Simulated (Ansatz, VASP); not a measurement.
**Ge (Germanium): VASP beside Ansatz**

One calculation is typed for both programs; each brings its own data sets. How far apart do they land? The cell is taken from a series of runs on this material, whose earlier steps may have relaxed, scaled, displaced or heated it; both programs get it as it stands.

Calculated with Ansatz 0.2.0; plane waves, with VASP 6.6.1 beside it; zone-centre phonons at PBEsol.

## (1) Set-up

The structure is tetragonal, space group I4_1/amd (No. 141). Conventional cell: a = 4.053 Å, b = 4.053 Å, c = 5.632 Å, α = 90.00°, β = 90.00°, γ = 90.00°. Ge has 4 Ge at 2.47 Å nearest.

As a file:

```cif
data_structure
_symmetry_space_group_name_H-M 'I4_1/amd:1'
_symmetry_Int_Tables_number 141
_cell_length_a 4.0533
_cell_length_b 4.0533
_cell_length_c 5.6324
_cell_angle_alpha 90.000
_cell_angle_beta 90.000
_cell_angle_gamma 90.000
_cell_volume 92.54
loop_
_atom_site_label
_atom_site_type_symbol
_atom_site_symmetry_multiplicity
_atom_site_Wyckoff_symbol
_atom_site_fract_x
_atom_site_fract_y
_atom_site_fract_z
_atom_site_occupancy
Ge1 Ge 4 b 0.00000 0.00000 0.50000 1
```

## (2) VASP: zone-centre phonons, PBEsol

Second derivatives magnify differences that forces hide, and they need a tight electronic threshold.

Lines of VASP's logs that name or quote its potential files are left out, and so is its time.

Input file INCAR:

```
SYSTEM = Ge
PREC = Accurate
ENCUT = 500
EDIFF = 1E-08
NELM = 120
ISMEAR = 0
SIGMA = 0.015
LREAL = .FALSE.
ALGO = Normal
GGA = PS
NBANDS = 20
LORBIT = 11
LWAVE = .FALSE.
LCHARG = .FALSE.
ISIF = 2
ISYM = 2
IBRION = 8
LASPH = .TRUE.
GGA_COMPAT = .FALSE.
KPAR = 2
```

Input file POSCAR:

```
Ge
1.0
    0.0000000000      2.8661499588      2.8161887333
    2.8661499588      0.0000000000      2.8161887333
    2.8661499588      2.8661499588      0.0000000000
Ge
2
Direct
    0.4999750143      0.4999750143      0.4999562117
    0.7500249857      0.7500249857      0.7500437883
```

Input file KPOINTS:

```
Points of the shifted mesh
1728
Reciprocal
 0.0416666667  0.0416666667  0.0416666667 1
 0.0416666667  0.0416666667  0.1250000000 1
 0.0416666667  0.0416666667  0.2083333333 1
 0.0416666667  0.0416666667  0.2916666667 1
 0.0416666667  0.0416666667  0.3750000000 1
 0.0416666667  0.0416666667  0.4583333333 1
 0.0416666667  0.0416666667  0.5416666667 1
 0.0416666667  0.0416666667  0.6250000000 1
 0.0416666667  0.0416666667  0.7083333333 1
 0.0416666667  0.0416666667  0.7916666667 1
 0.0416666667  0.0416666667  0.8750000000 1
 0.0416666667  0.0416666667  0.9583333333 1
 0.0416666667  0.1250000000  0.0416666667 1
 0.0416666667  0.1250000000  0.1250000000 1
 0.0416666667  0.1250000000  0.2083333333 1
 0.0416666667  0.1250000000  0.2916666667 1
 0.0416666667  0.1250000000  0.3750000000 1
 0.0416666667  0.1250000000  0.4583333333 1
 0.0416666667  0.1250000000  0.5416666667 1
 0.0416666667  0.1250000000  0.6250000000 1
 0.0416666667  0.1250000000  0.7083333333 1
 0.0416666667  0.1250000000  0.7916666667 1
 0.0416666667  0.1250000000  0.8750000000 1
 0.0416666667  0.1250000000  0.9583333333 1
 0.0416666667  0.2083333333  0.0416666667 1
 0.0416666667  0.2083333333  0.1250000000 1
 0.0416666667  0.2083333333  0.2083333333 1
 0.0416666667  0.2083333333  0.2916666667 1
 0.0416666667  0.2083333333  0.3750000000 1
 0.0416666667  0.2083333333  0.4583333333 1
 0.0416666667  0.2083333333  0.5416666667 1
 0.0416666667  0.2083333333  0.6250000000 1
 0.0416666667  0.2083333333  0.7083333333 1
 0.0416666667  0.2083333333  0.7916666667 1
 0.0416666667  0.2083333333  0.8750000000 1
 0.0416666667  0.2083333333  0.9583333333 1
 0.0416666667  0.2916666667  0.0416666667 1
 0.0416666667  0.2916666667  0.1250000000 1
 0.0416666667  0.2916666667  0.2083333333 1
 0.0416666667  0.2916666667  0.2916666667 1
 0.0416666667  0.2916666667  0.3750000000 1
 0.0416666667  0.2916666667  0.4583333333 1
 0.0416666667  0.2916666667  0.5416666667 1
 0.0416666667  0.2916666667  0.6250000000 1
 0.0416666667  0.2916666667  0.7083333333 1
 0.0416666667  0.2916666667  0.7916666667 1
 0.0416666667  0.2916666667  0.8750000000 1
 0.0416666667  0.2916666667  0.9583333333 1
 0.0416666667  0.3750000000  0.0416666667 1
 0.0416666667  0.3750000000  0.1250000000 1
 0.0416666667  0.3750000000  0.2083333333 1
 0.0416666667  0.3750000000  0.2916666667 1
 0.0416666667  0.3750000000  0.3750000000 1
 0.0416666667  0.3750000000  0.4583333333 1
 0.0416666667  0.3750000000  0.5416666667 1
 0.0416666667  0.3750000000  0.6250000000 1
 0.0416666667  0.3750000000  0.7083333333 1
 0.0416666667  0.3750000000  0.7916666667 1
 0.0416666667  0.3750000000  0.8750000000 1
 0.0416666667  0.3750000000  0.9583333333 1
 0.0416666667  0.4583333333  0.0416666667 1
 0.0416666667  0.4583333333  0.1250000000 1
 0.0416666667  0.4583333333  0.2083333333 1
 0.0416666667  0.4583333333  0.2916666667 1
 0.0416666667  0.4583333333  0.3750000000 1
 0.0416666667  0.4583333333  0.4583333333 1
 0.0416666667  0.4583333333  0.5416666667 1
 0.0416666667  0.4583333333  0.6250000000 1
 0.0416666667  0.4583333333  0.7083333333 1
 0.0416666667  0.4583333333  0.7916666667 1
 0.0416666667  0.4583333333  0.8750000000 1
 0.0416666667  0.4583333333  0.9583333333 1
 0.0416666667  0.5416666667  0.0416666667 1
 0.0416666667  0.5416666667  0.1250000000 1
 0.0416666667  0.5416666667  0.2083333333 1
 0.0416666667  0.5416666667  0.2916666667 1
 0.0416666667  0.5416666667  0.3750000000 1
 0.0416666667  0.5416666667  0.4583333333 1
 0.0416666667  0.5416666667  0.5416666667 1
 0.0416666667  0.5416666667  0.6250000000 1
 0.0416666667  0.5416666667  0.7083333333 1
 0.0416666667  0.5416666667  0.7916666667 1
 0.0416666667  0.5416666667  0.8750000000 1
 0.0416666667  0.5416666667  0.9583333333 1
 0.0416666667  0.6250000000  0.0416666667 1
 0.0416666667  0.6250000000  0.1250000000 1
 0.0416666667  0.6250000000  0.2083333333 1
 0.0416666667  0.6250000000  0.2916666667 1
 0.0416666667  0.6250000000  0.3750000000 1
 0.0416666667  0.6250000000  0.4583333333 1
 0.0416666667  0.6250000000  0.5416666667 1
 0.0416666667  0.6250000000  0.6250000000 1
 0.0416666667  0.6250000000  0.7083333333 1
 0.0416666667  0.6250000000  0.7916666667 1
 0.0416666667  0.6250000000  0.8750000000 1
 0.0416666667  0.6250000000  0.9583333333 1
 0.0416666667  0.7083333333  0.0416666667 1
 0.0416666667  0.7083333333  0.1250000000 1
 0.0416666667  0.7083333333  0.2083333333 1
 0.0416666667  0.7083333333  0.2916666667 1
 0.0416666667  0.7083333333  0.3750000000 1
 0.0416666667  0.7083333333  0.4583333333 1
 0.0416666667  0.7083333333  0.5416666667 1
 0.0416666667  0.7083333333  0.6250000000 1
 0.0416666667  0.7083333333  0.7083333333 1
 0.0416666667  0.7083333333  0.7916666667 1
 0.0416666667  0.7083333333  0.8750000000 1
 0.0416666667  0.7083333333  0.9583333333 1
 0.0416666667  0.7916666667  0.0416666667 1
 0.0416666667  0.7916666667  0.1250000000 1
 0.0416666667  0.7916666667  0.2083333333 1
 0.0416666667  0.7916666667  0.2916666667 1
[... 1390 lines left out ...]
 0.8750000000  0.4583333333  0.1250000000 1
 0.8750000000  0.4583333333  0.2083333333 1
 0.8750000000  0.4583333333  0.2916666667 1
 0.8750000000  0.4583333333  0.3750000000 1
 0.8750000000  0.4583333333  0.4583333333 1
 0.8750000000  0.4583333333  0.5416666667 1
 0.8750000000  0.4583333333  0.6250000000 1
 0.8750000000  0.4583333333  0.7083333333 1
 0.8750000000  0.4583333333  0.7916666667 1
 0.8750000000  0.4583333333  0.8750000000 1
 0.8750000000  0.4583333333  0.9583333333 1
 0.8750000000  0.5416666667  0.0416666667 1
 0.8750000000  0.5416666667  0.1250000000 1
 0.8750000000  0.5416666667  0.2083333333 1
 0.8750000000  0.5416666667  0.2916666667 1
 0.8750000000  0.5416666667  0.3750000000 1
 0.8750000000  0.5416666667  0.4583333333 1
 0.8750000000  0.5416666667  0.5416666667 1
 0.8750000000  0.5416666667  0.6250000000 1
 0.8750000000  0.5416666667  0.7083333333 1
 0.8750000000  0.5416666667  0.7916666667 1
 0.8750000000  0.5416666667  0.8750000000 1
 0.8750000000  0.5416666667  0.9583333333 1
 0.8750000000  0.6250000000  0.0416666667 1
 0.8750000000  0.6250000000  0.1250000000 1
 0.8750000000  0.6250000000  0.2083333333 1
 0.8750000000  0.6250000000  0.2916666667 1
 0.8750000000  0.6250000000  0.3750000000 1
 0.8750000000  0.6250000000  0.4583333333 1
 0.8750000000  0.6250000000  0.5416666667 1
 0.8750000000  0.6250000000  0.6250000000 1
 0.8750000000  0.6250000000  0.7083333333 1
 0.8750000000  0.6250000000  0.7916666667 1
 0.8750000000  0.6250000000  0.8750000000 1
 0.8750000000  0.6250000000  0.9583333333 1
 0.8750000000  0.7083333333  0.0416666667 1
 0.8750000000  0.7083333333  0.1250000000 1
 0.8750000000  0.7083333333  0.2083333333 1
 0.8750000000  0.7083333333  0.2916666667 1
 0.8750000000  0.7083333333  0.3750000000 1
 0.8750000000  0.7083333333  0.4583333333 1
 0.8750000000  0.7083333333  0.5416666667 1
 0.8750000000  0.7083333333  0.6250000000 1
 0.8750000000  0.7083333333  0.7083333333 1
 0.8750000000  0.7083333333  0.7916666667 1
 0.8750000000  0.7083333333  0.8750000000 1
 0.8750000000  0.7083333333  0.9583333333 1
 0.8750000000  0.7916666667  0.0416666667 1
 0.8750000000  0.7916666667  0.1250000000 1
 0.8750000000  0.7916666667  0.2083333333 1
 0.8750000000  0.7916666667  0.2916666667 1
 0.8750000000  0.7916666667  0.3750000000 1
 0.8750000000  0.7916666667  0.4583333333 1
 0.8750000000  0.7916666667  0.5416666667 1
 0.8750000000  0.7916666667  0.6250000000 1
 0.8750000000  0.7916666667  0.7083333333 1
 0.8750000000  0.7916666667  0.7916666667 1
 0.8750000000  0.7916666667  0.8750000000 1
 0.8750000000  0.7916666667  0.9583333333 1
 0.8750000000  0.8750000000  0.0416666667 1
 0.8750000000  0.8750000000  0.1250000000 1
 0.8750000000  0.8750000000  0.2083333333 1
 0.8750000000  0.8750000000  0.2916666667 1
 0.8750000000  0.8750000000  0.3750000000 1
 0.8750000000  0.8750000000  0.4583333333 1
 0.8750000000  0.8750000000  0.5416666667 1
 0.8750000000  0.8750000000  0.6250000000 1
 0.8750000000  0.8750000000  0.7083333333 1
 0.8750000000  0.8750000000  0.7916666667 1
 0.8750000000  0.8750000000  0.8750000000 1
 0.8750000000  0.8750000000  0.9583333333 1
 0.8750000000  0.9583333333  0.0416666667 1
 0.8750000000  0.9583333333  0.1250000000 1
 0.8750000000  0.9583333333  0.2083333333 1
 0.8750000000  0.9583333333  0.2916666667 1
 0.8750000000  0.9583333333  0.3750000000 1
 0.8750000000  0.9583333333  0.4583333333 1
 0.8750000000  0.9583333333  0.5416666667 1
 0.8750000000  0.9583333333  0.6250000000 1
 0.8750000000  0.9583333333  0.7083333333 1
 0.8750000000  0.9583333333  0.7916666667 1
 0.8750000000  0.9583333333  0.8750000000 1
 0.8750000000  0.9583333333  0.9583333333 1
 0.9583333333  0.0416666667  0.0416666667 1
 0.9583333333  0.0416666667  0.1250000000 1
 0.9583333333  0.0416666667  0.2083333333 1
 0.9583333333  0.0416666667  0.2916666667 1
 0.9583333333  0.0416666667  0.3750000000 1
 0.9583333333  0.0416666667  0.4583333333 1
 0.9583333333  0.0416666667  0.5416666667 1
 0.9583333333  0.0416666667  0.6250000000 1
 0.9583333333  0.0416666667  0.7083333333 1
 0.9583333333  0.0416666667  0.7916666667 1
 0.9583333333  0.0416666667  0.8750000000 1
 0.9583333333  0.0416666667  0.9583333333 1
 0.9583333333  0.1250000000  0.0416666667 1
 0.9583333333  0.1250000000  0.1250000000 1
 0.9583333333  0.1250000000  0.2083333333 1
 0.9583333333  0.1250000000  0.2916666667 1
 0.9583333333  0.1250000000  0.3750000000 1
 0.9583333333  0.1250000000  0.4583333333 1
 0.9583333333  0.1250000000  0.5416666667 1
 0.9583333333  0.1250000000  0.6250000000 1
 0.9583333333  0.1250000000  0.7083333333 1
 0.9583333333  0.1250000000  0.7916666667 1
 0.9583333333  0.1250000000  0.8750000000 1
 0.9583333333  0.1250000000  0.9583333333 1
 0.9583333333  0.2083333333  0.0416666667 1
 0.9583333333  0.2083333333  0.1250000000 1
 0.9583333333  0.2083333333  0.2083333333 1
 0.9583333333  0.2083333333  0.2916666667 1
 0.9583333333  0.2083333333  0.3750000000 1
 0.9583333333  0.2083333333  0.4583333333 1
 0.9583333333  0.2083333333  0.5416666667 1
 0.9583333333  0.2083333333  0.6250000000 1
 0.9583333333  0.2083333333  0.7083333333 1
 0.9583333333  0.2083333333  0.7916666667 1
 0.9583333333  0.2083333333  0.8750000000 1
 0.9583333333  0.2083333333  0.9583333333 1
 0.9583333333  0.2916666667  0.0416666667 1
 0.9583333333  0.2916666667  0.1250000000 1
 0.9583333333  0.2916666667  0.2083333333 1
 0.9583333333  0.2916666667  0.2916666667 1
 0.9583333333  0.2916666667  0.3750000000 1
 0.9583333333  0.2916666667  0.4583333333 1
 0.9583333333  0.2916666667  0.5416666667 1
 0.9583333333  0.2916666667  0.6250000000 1
 0.9583333333  0.2916666667  0.7083333333 1
 0.9583333333  0.2916666667  0.7916666667 1
 0.9583333333  0.2916666667  0.8750000000 1
 0.9583333333  0.2916666667  0.9583333333 1
 0.9583333333  0.3750000000  0.0416666667 1
 0.9583333333  0.3750000000  0.1250000000 1
 0.9583333333  0.3750000000  0.2083333333 1
 0.9583333333  0.3750000000  0.2916666667 1
 0.9583333333  0.3750000000  0.3750000000 1
 0.9583333333  0.3750000000  0.4583333333 1
 0.9583333333  0.3750000000  0.5416666667 1
 0.9583333333  0.3750000000  0.6250000000 1
 0.9583333333  0.3750000000  0.7083333333 1
 0.9583333333  0.3750000000  0.7916666667 1
 0.9583333333  0.3750000000  0.8750000000 1
 0.9583333333  0.3750000000  0.9583333333 1
 0.9583333333  0.4583333333  0.0416666667 1
 0.9583333333  0.4583333333  0.1250000000 1
 0.9583333333  0.4583333333  0.2083333333 1
 0.9583333333  0.4583333333  0.2916666667 1
 0.9583333333  0.4583333333  0.3750000000 1
 0.9583333333  0.4583333333  0.4583333333 1
 0.9583333333  0.4583333333  0.5416666667 1
 0.9583333333  0.4583333333  0.6250000000 1
 0.9583333333  0.4583333333  0.7083333333 1
 0.9583333333  0.4583333333  0.7916666667 1
 0.9583333333  0.4583333333  0.8750000000 1
 0.9583333333  0.4583333333  0.9583333333 1
 0.9583333333  0.5416666667  0.0416666667 1
 0.9583333333  0.5416666667  0.1250000000 1
 0.9583333333  0.5416666667  0.2083333333 1
 0.9583333333  0.5416666667  0.2916666667 1
 0.9583333333  0.5416666667  0.3750000000 1
 0.9583333333  0.5416666667  0.4583333333 1
 0.9583333333  0.5416666667  0.5416666667 1
 0.9583333333  0.5416666667  0.6250000000 1
 0.9583333333  0.5416666667  0.7083333333 1
 0.9583333333  0.5416666667  0.7916666667 1
 0.9583333333  0.5416666667  0.8750000000 1
 0.9583333333  0.5416666667  0.9583333333 1
 0.9583333333  0.6250000000  0.0416666667 1
 0.9583333333  0.6250000000  0.1250000000 1
 0.9583333333  0.6250000000  0.2083333333 1
 0.9583333333  0.6250000000  0.2916666667 1
 0.9583333333  0.6250000000  0.3750000000 1
 0.9583333333  0.6250000000  0.4583333333 1
 0.9583333333  0.6250000000  0.5416666667 1
 0.9583333333  0.6250000000  0.6250000000 1
 0.9583333333  0.6250000000  0.7083333333 1
 0.9583333333  0.6250000000  0.7916666667 1
 0.9583333333  0.6250000000  0.8750000000 1
 0.9583333333  0.6250000000  0.9583333333 1
 0.9583333333  0.7083333333  0.0416666667 1
 0.9583333333  0.7083333333  0.1250000000 1
 0.9583333333  0.7083333333  0.2083333333 1
 0.9583333333  0.7083333333  0.2916666667 1
 0.9583333333  0.7083333333  0.3750000000 1
 0.9583333333  0.7083333333  0.4583333333 1
 0.9583333333  0.7083333333  0.5416666667 1
 0.9583333333  0.7083333333  0.6250000000 1
 0.9583333333  0.7083333333  0.7083333333 1
 0.9583333333  0.7083333333  0.7916666667 1
 0.9583333333  0.7083333333  0.8750000000 1
 0.9583333333  0.7083333333  0.9583333333 1
 0.9583333333  0.7916666667  0.0416666667 1
 0.9583333333  0.7916666667  0.1250000000 1
 0.9583333333  0.7916666667  0.2083333333 1
 0.9583333333  0.7916666667  0.2916666667 1
 0.9583333333  0.7916666667  0.3750000000 1
 0.9583333333  0.7916666667  0.4583333333 1
 0.9583333333  0.7916666667  0.5416666667 1
 0.9583333333  0.7916666667  0.6250000000 1
 0.9583333333  0.7916666667  0.7083333333 1
 0.9583333333  0.7916666667  0.7916666667 1
 0.9583333333  0.7916666667  0.8750000000 1
 0.9583333333  0.7916666667  0.9583333333 1
 0.9583333333  0.8750000000  0.0416666667 1
 0.9583333333  0.8750000000  0.1250000000 1
 0.9583333333  0.8750000000  0.2083333333 1
 0.9583333333  0.8750000000  0.2916666667 1
 0.9583333333  0.8750000000  0.3750000000 1
 0.9583333333  0.8750000000  0.4583333333 1
 0.9583333333  0.8750000000  0.5416666667 1
 0.9583333333  0.8750000000  0.6250000000 1
 0.9583333333  0.8750000000  0.7083333333 1
 0.9583333333  0.8750000000  0.7916666667 1
 0.9583333333  0.8750000000  0.8750000000 1
 0.9583333333  0.8750000000  0.9583333333 1
 0.9583333333  0.9583333333  0.0416666667 1
 0.9583333333  0.9583333333  0.1250000000 1
 0.9583333333  0.9583333333  0.2083333333 1
 0.9583333333  0.9583333333  0.2916666667 1
 0.9583333333  0.9583333333  0.3750000000 1
 0.9583333333  0.9583333333  0.4583333333 1
 0.9583333333  0.9583333333  0.5416666667 1
 0.9583333333  0.9583333333  0.6250000000 1
 0.9583333333  0.9583333333  0.7083333333 1
 0.9583333333  0.9583333333  0.7916666667 1
 0.9583333333  0.9583333333  0.8750000000 1
 0.9583333333  0.9583333333  0.9583333333 1
```

The projector-augmented-wave data sets are Ge_d (PBE family, release 64).

On the command line:

```sh
$ mpirun -np 2 vasp_std
```

Numbers of over 12 decimals in the logs are rounded to 6 here.

Output:

```text
[banner, memory and clock lines left out]
running    2 mpi-ranks, on    1 nodes
[...]
|                                                                             |
|               ----> ADVICE to this user running VASP <----                  |
|                                                                             |
|     You enforced a specific xc type in the INCAR file but a different       |
|     [... a line on the potential file left out ...]
|     I HOPE YOU KNOW WHAT YOU ARE DOING!                                     |
|                                                                             |

 LDA part: xc-table for (Slater+PW92), standard interpolation
 POSCAR, INCAR and KPOINTS ok, starting setup
[...]
entering main loop
       N       E                     dE             d eps       ncg     rms          rms(c)
DAV:   1     0.182528110814E+03    0.18253E+03   -0.14668E+04 74164   0.371E+03
DAV:   2     0.157919781800E+02   -0.16674E+03   -0.16229E+03 69212   0.583E+02
DAV:   3    -0.919127522541E+01   -0.24983E+02   -0.24808E+02 78104   0.144E+02
DAV:   5    -0.100138149084E+02   -0.13518E-01   -0.13518E-01 77556   0.433E+00    0.316E+00
[...]
DAV:  13    -0.987122207426E+01    0.24826E-07   -0.18730E-08 65656   0.140E-03    0.119E-04
DAV:  14    -0.987122205434E+01    0.19916E-07   -0.40570E-09 46052   0.121E-03    0.290E-05
DAV:  15    -0.987122205623E+01   -0.18881E-08   -0.71169E-10 39832   0.401E-04
   1 F= -.98712221E+01 E0= -.98712220E+01  d E =-.118070E-06
 Linear response reoptimize wavefunctions to high precision
DAV:   1    -0.987122205840E+01   -0.21682E-08   -0.21728E-10 41792   0.213E-04
DAV:   2    -0.987122205839E+01    0.72760E-11   -0.65769E-11 38392   0.106E-04
 Linear response DOF=           2
 Linear response progress:
  Degree of freedom:   1/  2
       N       E                     dE             d eps       ncg     rms          rms(c)
RMM:   1    -0.186863290994E+00   -0.18686E+00    0.82401E+00 84719   0.446E+01
RMM:   2    -0.193986770151E+00   -0.71235E-02   -0.12746E-02111626   0.106E+00    0.722E-02
RMM:   3    -0.193988159702E+00   -0.13896E-05   -0.91768E-04118322   0.313E-01    0.417E-02
RMM:   4    -0.193871119708E+00    0.11704E-03   -0.61640E-05126484   0.806E-02    0.470E-03
[...]
RMM:  12    -0.193877332913E+00   -0.24334E-07   -0.16719E-08129924   0.380E-05    0.200E-06
RMM:  13    -0.193877349817E+00   -0.16904E-07   -0.19470E-10118987   0.287E-05    0.572E-07
RMM:  14    -0.193877354761E+00   -0.49436E-08   -0.20811E-09104000   0.241E-05    0.939E-08
 first order change of Fermi-energy   0.22640E+01
 force on displaced ion       1 direction 1 : -10.825  -0.010  -0.001
 Linear response progress:
  Degree of freedom:   2/  2
       N       E                     dE             d eps       ncg     rms          rms(c)
RMM:   1    -0.186682437468E+00   -0.18668E+00    0.83417E+00 84604   0.448E+01
RMM:   2    -0.193830809220E+00   -0.71484E-02   -0.12905E-02112008   0.106E+00    0.712E-02
RMM:   3    -0.193826268136E+00    0.45411E-05   -0.89434E-04118135   0.308E-01    0.411E-02
RMM:   4    -0.193707652300E+00    0.11862E-03   -0.62130E-05126636   0.803E-02    0.478E-03
[...]
RMM:  12    -0.193714216169E+00   -0.21923E-07   -0.14577E-08129355   0.372E-05    0.195E-06
RMM:  13    -0.193714232838E+00   -0.16669E-07   -0.10122E-09119218   0.282E-05    0.545E-07
RMM:  14    -0.193714238658E+00   -0.58205E-08   -0.15332E-09105330   0.238E-05    0.364E-08
 first order change of Fermi-energy  -0.33107E-01
 force on displaced ion       1 direction 3 :  -0.002  -0.002 -10.776
 Linear response finished
```

[end of part 1 of 2]

[Lines on the potential files, build, host, timing and source positions are cut from VASP's logs without a mark.]

[Logs are printed without paths, hosts, clocks, repeated set-up lines and the standing remarks that a program may print on its own settings, such as how far it seeks lower states.]

[Hosts, paths, dates, database ids (printed as entryN), source tags and the programs' standing remarks are cut or masked in the printed files.]
